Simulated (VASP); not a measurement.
A cell of ZnO (wurtzite) near equilibrium:

```
ZnO
1.0
    1.62347    -2.81194     0.00000
    1.62347     2.81194     0.00000
    0.00000     0.00000     5.20979
Zn O
2 2
Direct
  0.66667   0.33333   0.50030
  0.33333   0.66667   0.00030
  0.66667   0.33333   0.88170
  0.33333   0.66667   0.38170
```

Computed with r2SCAN meta-GGA, VASP's PBE PAW potentials (set 64) (plane waves; VASP 6.6.1).

```
run               ΔE (meV/atom)    σxx    σyy    σzz  largest shear component, with its sign (GPa)
----------------  -------------  -----  -----  -----  --------------------------------------------
as it is                    0.0  -0.32  -0.32  -0.31                                          0.00
after one change           18.8  -8.21  -8.21  -7.68                                          0.00
```
Stress is in GPa, positive when the cell is compressed.

**Question.** Which change was made?
(A) isotropic strain of +2.0 % with the ions relaxed
(B) uniaxial strain of -1.0 % along x with the ions relaxed
(C) biaxial strain of -1.5 % in the xy plane with the ions relaxed
(D) shear strain γ_xy = +2.0 %

**Answer.** A, isotropic strain of +2.0 % with the ions relaxed

The compound is ZnO in the wurtzite structure.
